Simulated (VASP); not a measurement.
An input for Ansatz (written as the equivalent of a VASP run, and not itself run):

Ansatz 0.2 input:
```yaml
crystal:
  lattice:
    - [0.0000000, 1.9380000, 1.9380000]
    - [1.9380000, 0.0000000, 1.9380000]
    - [1.9380000, 1.9380000, 0.0000000]
  atoms:
    - { symbol: Rh, position: [0.0000000, 0.0000000, 0.0000000] }
kpoints:
  mp_grid: { grid: [15, 15, 15] }
hamiltonian:
  xc: pbe
  pseudopotentials: { kind: paw }
scf:
  occupations: { method: methfessel_paxton, width: 0.1 }
  max_iter: 100
output: { forces: true, stress: true, eigenvalues: true }
```

Q: Write the VASP files for the same calculation (PBE).

A: This is not unique; one that fits is 
**INCAR**
```
ALGO=Normal
EDIFF=1E-6
ENCUT=400
GGA=PE
ISIF=2
ISMEAR=1
LASPH=.TRUE.
LCHARG=.FALSE.
LMAXMIX=4
LREAL=.FALSE.
LWAVE=.FALSE.
NELM=100
PREC=Accurate
SIGMA=0.1
SYSTEM=Rh
```

File POSCAR:
```
Rh
1
    0.0000000000     1.9380000000     1.9380000000
    1.9380000000     0.0000000000     1.9380000000
    1.9380000000     1.9380000000     0.0000000000
Rh
1
Direct
  0.0000000000   0.0000000000   0.0000000000
```

### KPOINTS
```
Automatic mesh
0
Gamma
15 15 15
0 0 0
```

POTCAR, in this order: Rh_pv (PBE.64 set). Program: vasp_std.

What does not carry over: each code has its own PAW files, so the cut-off isn't converted (ENCUT is set for VASP's; basis.ecutwfc is left out, and Ansatz then takes the one that its files recommend); Ansatz stops its SCF on the density residual and VASP on the energy change (EDIFF).

The compound is Rh in the fcc structure. The cell was not relaxed at this level.
